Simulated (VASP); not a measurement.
Calculation: LDA (Ceperley-Alder, Perdew-Zunger), VASP's LDA PAW potentials (set 64) (plane waves; VASP).

VASP ran on this input.

File POSCAR:
```
KMgF3
1
    3.8963603277     0.0000000000    -0.0000000000
    0.0000000000     3.8963603277     0.0000000000
    0.0000000000     0.0000000000     3.8963603277
K Mg F
1 1 3
Direct
  0.0000000000   0.0000000000   0.0000000000
  0.5000000000   0.5000000000   0.5000000000
  0.5000000000   0.0000000000   0.5000000000
  0.0000000000   0.5000000000   0.5000000000
  0.5000000000   0.5000000000   0.0000000000
```

**INCAR**
```
SYSTEM = KMgF3
PREC = Accurate; ENCUT = 520; LREAL = .FALSE.
LASPH = .TRUE.; ICHARG = 11
EDIFF = 1E-7; NELM = 100; ALGO = Normal
ISMEAR = 0; SIGMA = 0.05
LWAVE = .FALSE.; LCHARG = .FALSE.; LORBIT = 11
```

File KPOINTS:
```
k-points along high-symmetry lines
15
Line-mode
Reciprocal
  0.000000   0.000000   0.000000 ! GAMMA
  0.000000   0.500000   0.000000 ! X

  0.000000   0.500000   0.000000 ! X
  0.500000   0.500000   0.000000 ! M

  0.500000   0.500000   0.000000 ! M
  0.000000   0.000000   0.000000 ! GAMMA

  0.000000   0.000000   0.000000 ! GAMMA
  0.500000   0.500000   0.500000 ! R

  0.500000   0.500000   0.500000 ! R
  0.000000   0.500000   0.000000 ! X

  0.500000   0.500000   0.500000 ! R
  0.500000   0.500000   0.000000 ! M
```

POTCAR, in this order: K_sv Mg F (LDA.64 set). Program: vasp_std. Read from the step before: CHGCAR.

The run wrote:

OUTCAR:
```
 ion  position               nearest neighbor table
   1  0.000  0.000  0.000-   3 2.76   4 2.76   5 2.76   3 2.76   4 2.76   4 2.76   5 2.76   4 2.76
                             3 2.76   5 2.76   3 2.76   5 2.76   2 3.37   2 3.37   2 3.37   2 3.37
   2  0.500  0.500  0.500-   3 1.95   4 1.95   5 1.95   5 1.95   3 1.95   4 1.95   1 3.37   1 3.37
                             1 3.37   1 3.37   1 3.37   1 3.37   1 3.37   1 3.37
   3  0.500  0.000  0.500-   2 1.95   2 1.95   1 2.76   1 2.76   1 2.76   1 2.76
   4  0.000  0.500  0.500-   2 1.95   2 1.95   1 2.76   1 2.76   1 2.76   1 2.76
   5  0.500  0.500  0.000-   2 1.95   2 1.95   1 2.76   1 2.76   1 2.76   1 2.76
  LATTYP: Found a simple cubic cell.
 ALAT       =     3.8963603277
 Subroutine PRICEL returns:
 Original cell was already a primitive cell.
 Subroutine GETGRP returns: Found 48 space group operations
The static configuration has the point symmetry O_h .
The dynamic configuration has the point symmetry O_h .
 Subroutine INISYM returns: Found 48 space group operations
   k-points           NKPTS =     90   k-points in BZ     NKDIM =     90   number of bands    NBANDS=     20
   number of dos      NEDOS =    301   number of ions     NIONS =      5
   total plane-waves  NPLWV =  27000
   dimension x,y,z NGX =    30 NGY =   30 NGZ =   30
   dimension x,y,z NGXF=    60 NGYF=   60 NGZF=   60
   ions per type =               1   1   3
   PREC   = accura    normal or accurate (medium, high low for compatibility)
   ISTART =      0    job   : 0-new  1-cont  2-samecut
   ICHARG =     11    charge: 1-file 2-atom 10-const
   ISPIN  =      1    spin polarized calculation?
   LNONCOLLINEAR =      F non collinear calculations
   LSORBIT =      F    spin-orbit coupling
   INIWAV =      1    electr: 0-lowe 1-rand  2-diag
   ENCUT  =  520.0 eV  38.22 Ry    6.18 a.u.   7.24  7.24  7.24*2*pi/ulx,y,z
   NELM   =    100;   NELMIN=  2; NELMDL= -5     # of ELM steps
   EDIFF  = 0.1E-06   stopping-criterion for ELM
   LREAL  =      F    real-space projection
   NLSPLINE    = F    spline interpolate recip. space projectors
   LMAXMIX     =    2 max onsite mixed and CHGCAR
   VOSKOWN=      0    Vosko Wilk Nusair interpolation
   EDIFFG = 0.1E-05   stopping-criterion for IOM
   NSW    =      0    number of steps for IOM
   NBLOCK =      1;   KBLOCK =      1    inner block; outer block
   IBRION =     -1    ionic relax: 0-MD 1-quasi-New 2-CG
...
```

### OSZICAR
```
       N       E                     dE             d eps       ncg     rms          rms(c)
DAV:   1     0.243219766414E+03    0.24322E+03   -0.17543E+04  3600   0.158E+03
DAV:   2    -0.154163183595E+02   -0.25864E+03   -0.24738E+03  4892   0.399E+02
DAV:   3    -0.263536114342E+02   -0.10937E+02   -0.10900E+02  4324   0.794E+01
DAV:   4    -0.267159780196E+02   -0.36237E+00   -0.36175E+00  6340   0.127E+01
DAV:   5    -0.267175063001E+02   -0.15283E-02   -0.15281E-02  4192   0.775E-01
DAV:   6    -0.267175496193E+02   -0.43319E-04   -0.43317E-04  5168   0.790E-02
DAV:   7    -0.267175499228E+02   -0.30347E-06   -0.30345E-06  4388   0.945E-03
DAV:   8    -0.267175499292E+02   -0.64229E-08   -0.64403E-08  3156   0.127E-03
   1 F= -.26717550E+02 E0= -.26717550E+02  d E =-.543621E-16
```

OUTCAR:
```
 val. band max:       -1.6300842776   @ k =   0.5000   0.5000   0.5000

 cond. band min:       5.8621002245   @ k =   0.0000   0.0000   0.0000



 k-point     1 :       0.0000    0.0000    0.0000
  band No.  band energies     occupation
      1     -26.6835      2.00000
      2     -21.5460      2.00000
      3     -20.7532      2.00000
      4     -20.7532      2.00000
      5     -10.4384      2.00000
      6     -10.4384      2.00000
      7     -10.4384      2.00000
      8      -4.2536      2.00000
      9      -4.2536      2.00000
     10      -4.2536      2.00000
     11      -2.3424      2.00000
     12      -2.3424      2.00000
     13      -2.3424      2.00000
     14      -1.9534      2.00000
     15      -1.9534      2.00000
     16      -1.9534      2.00000
     17       5.8621      0.00000
     18       8.2292      0.00000
     19       8.2292      0.00000
     20      10.5534      0.00000

 k-point     2 :       0.0000    0.0357    0.0000
  band No.  band energies     occupation
      1     -26.6829      2.00000
      2     -21.5444      2.00000
      3     -20.7555      2.00000
      4     -20.7531      2.00000
      5     -10.4377      2.00000
      6     -10.4373      2.00000
      7     -10.4373      2.00000
      8      -4.2531      2.00000
      9      -4.2523      2.00000
     10      -4.2523      2.00000
     11      -2.3465      2.00000
     12      -2.3457      2.00000
     13      -2.3457      2.00000
     14      -1.9684      2.00000
     15      -1.9566      2.00000
     16      -1.9566      2.00000
     17       5.8870      0.00000
     18       8.2429      0.00000
     19       8.2458      0.00000
     20      10.5621      0.00000

 k-point     3 :       0.0000    0.0714    0.0000
  band No.  band energies     occupation
      1     -26.6811      2.00000
      2     -21.5397      2.00000
      3     -20.7625      2.00000
      4     -20.7530      2.00000
      5     -10.4357      2.00000
      6     -10.4342      2.00000
...
```

The density is held fixed in this step, so its total energy and stress have no physical meaning.

The compound is KMgF3 in the cubic perovskite structure. It was relaxed first, which changed the volume by -7 %.
